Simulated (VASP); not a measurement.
OSZICAR of a VASP run on Cu (fcc):

### OSZICAR
```
       N       E                     dE             d eps       ncg     rms          rms(c)
DAV:   1     0.346931147056E+02    0.34693E+02   -0.57128E+03  2698   0.206E+03
DAV:   2    -0.498232743257E+01   -0.39675E+02   -0.37698E+02  2645   0.195E+02
DAV:   3    -0.540114799990E+01   -0.41882E+00   -0.41784E+00  3082   0.293E+01
DAV:   4    -0.540379044097E+01   -0.26424E-02   -0.26420E-02  3249   0.208E+00
DAV:   5    -0.540381559739E+01   -0.25156E-04   -0.25157E-04  3076   0.162E-01    0.842E+00
DAV:   6    -0.474272652155E+01    0.66109E+00   -0.19920E+01  2736   0.105E+02    0.415E+00
DAV:   7    -0.432299091994E+01    0.41974E+00   -0.29792E+00  2782   0.403E+01    0.576E-01
DAV:   8    -0.431042520737E+01    0.12566E-01   -0.63256E-03  2958   0.163E+00    0.332E-01
DAV:   9    -0.430842299202E+01    0.20022E-02   -0.12557E-02  2888   0.239E+00    0.246E-02
DAV:  10    -0.430842933658E+01   -0.63446E-05   -0.38062E-05  3849   0.125E-01    0.650E-03
DAV:  11    -0.430843012713E+01   -0.79055E-06   -0.61959E-07  1817   0.185E-02
   1 F= -.43084301E+01 E0= -.43084353E+01  d E =-.430843E+01
```

Q: Which electronic solver shows in the log?

A: It is blocked Davidson (ALGO = Normal, or the opening steps of other solvers). The INCAR had ALGO = Normal.

Q: Can the final energy be trusted as converged?

A: The run converged. It stopped with EDIFF = 1E-6, NELM = 100, NSW = 60 and EDIFFG = -0.01 after 1 ionic step (PBEsol GGA, plane waves, VASP's PBE PAW potentials (set 64)).

The compound is Cu in the fcc structure. It was relaxed first. The start is the result of an earlier pass.
